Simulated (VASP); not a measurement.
Calculation: PBEsol GGA, VASP's PBE PAW potentials (set 64) (plane waves; VASP 6.6.1).

The input files of a VASP run:

POSCAR:
```
C
1
    2.4609674271     0.0000000000     0.0000000000
   -1.2304837136     2.1312607346     0.0000000000
    0.0000000000     0.0000000000    24.9691484674
C
4
Direct
  0.0000000000   0.0000000000   0.5714904429
  0.0000000000   0.0000000000   0.4285095571
  0.3333330000   0.6666670000   0.4284914030
  0.6666670000   0.3333330000   0.5715085970
```

### INCAR
```
SYSTEM = C
PREC = Accurate
ENCUT = 520
EDIFF = 1E-7
NELM = 100
ALGO = Normal
LREAL = .FALSE.
LASPH = .TRUE.
ISMEAR = -5
GGA = PS
LWAVE = .FALSE.
LCHARG = .TRUE.
LORBIT = 11
NEDOS = 601
ISIF = 2
LEFG = .TRUE.
```

### KPOINTS
```
Regular mesh
0
gamma
  11 11 1
0 0 0
```

POTCAR, in this order: C (PBE.64 set). Program: vasp_std.

The resulting files:

### OSZICAR
```
       N       E                     dE             d eps       ncg     rms          rms(c)
DAV:   1     0.124771218523E+03    0.12477E+03   -0.64180E+03   392   0.102E+03
DAV:   2    -0.245973197930E+02   -0.14937E+03   -0.13343E+03   644   0.218E+02
DAV:   3    -0.406310174028E+02   -0.16034E+02   -0.15911E+02   464   0.850E+01
DAV:   4    -0.410485826417E+02   -0.41757E+00   -0.41591E+00   504   0.169E+01
DAV:   5    -0.410599337291E+02   -0.11351E-01   -0.11320E-01   504   0.269E+00    0.905E+00
DAV:   6    -0.392243549948E+02    0.18356E+01   -0.17286E+00   476   0.915E+00    0.526E+00
DAV:   7    -0.385808495378E+02    0.64351E+00   -0.22341E+00   472   0.104E+01    0.125E+00
DAV:   8    -0.385780270179E+02    0.28225E-02   -0.93301E-02   480   0.214E+00    0.125E-01
DAV:   9    -0.385771074576E+02    0.91956E-03   -0.30143E-03   504   0.431E-01    0.878E-02
DAV:  10    -0.385752342014E+02    0.18733E-02   -0.27226E-03   472   0.297E-01    0.801E-02
DAV:  11    -0.385751534258E+02    0.80776E-04   -0.38175E-04   464   0.127E-01    0.315E-02
DAV:  12    -0.385757104137E+02   -0.55699E-03   -0.33462E-04   444   0.110E-01    0.131E-02
DAV:  13    -0.385759585100E+02   -0.24810E-03   -0.80223E-05   436   0.520E-02    0.113E-02
DAV:  14    -0.385764066653E+02   -0.44816E-03   -0.26969E-05   432   0.293E-02    0.398E-03
DAV:  15    -0.385766062810E+02   -0.19962E-03   -0.13609E-05   444   0.166E-02    0.343E-03
DAV:  16    -0.385766734270E+02   -0.67146E-04   -0.28491E-06   436   0.851E-03    0.173E-03
DAV:  17    -0.385766906354E+02   -0.17208E-04   -0.82363E-07   440   0.472E-03    0.158E-03
DAV:  18    -0.385766936384E+02   -0.30030E-05   -0.27576E-08   312   0.113E-03    0.847E-04
DAV:  19    -0.385766959388E+02   -0.23005E-05   -0.42094E-08   284   0.110E-03    0.106E-04
DAV:  20    -0.385766963673E+02   -0.42849E-06   -0.87948E-09   304   0.510E-04    0.521E-05
DAV:  21    -0.385766966150E+02   -0.24771E-06   -0.29602E-09   284   0.269E-04    0.348E-05
DAV:  22    -0.385766966790E+02   -0.63986E-07   -0.43615E-10   308   0.155E-04
   1 F= -.38576697E+02 E0= -.38576697E+02  d E =0.000000E+00
```

File OUTCAR:
```
------------------------ aborting loop because EDIFF is reached ----------------------------------------
  FORCE on cell =-STRESS in cart. coord.  units (eV):
  Direction    XX          YY          ZZ          XY          YZ          ZX
  --------------------------------------------------------------------------------------
  Total       -0.0131351     -0.0131351     -0.0014930      0.0000000      0.0000000     -0.0000000
  in kB       -0.1606938     -0.1606939     -0.0182655      0.0000000      0.0000000     -0.0000000
  external PRESSURE =      -0.1132177 kB  Pullay stress =       0.0000000 kB
  volume of cell :      130.96
      direct lattice vectors                 reciprocal lattice vectors
     2.460967427  0.000000000  0.000000000     0.406344265  0.234602924  0.000000000
    -1.230483714  2.131260735  0.000000000     0.000000000  0.469205848  0.000000000
     0.000000000  0.000000000 24.969148467     0.000000000  0.000000000  0.040049423
 POSITION                                       TOTAL-FORCE (eV/Angst)
 -----------------------------------------------------------------------------------
      0.00000      0.00000     14.26963        -0.000000      0.000000      0.007385
      0.00000      0.00000     10.69952         0.000000     -0.000000     -0.007385
     -0.00000      1.42084     10.69907         0.000000      0.000000      0.002273
      1.23048      0.71042     14.27008        -0.000000     -0.000000     -0.002273
 -----------------------------------------------------------------------------------
    total drift:                                0.000000      0.000000      0.000000
  FREE ENERGIE OF THE ION-ELECTRON SYSTEM (eV)
  ---------------------------------------------------
  free  energy   TOTEN  =       -38.5766966790 eV

  energy  without entropy=      -38.5766966790  energy(sigma->0) =      -38.57669668

 total charge

# of ion       s       p       d       tot
------------------------------------------
    1        0.860   1.787   0.000   2.647
    2        0.860   1.787   0.000   2.647
    3        0.860   1.788   0.000   2.648
    4        0.860   1.788   0.000   2.648
--------------------------------------------------
tot          3.439   7.151   0.000  10.590
```
(Selected blocks of OUTCAR.)

The cell holds a wide vacuum, so values per volume refer to the whole cell.

The cell is a sheet with vacuum, built from a database entry that may be metastable or hypothetical.
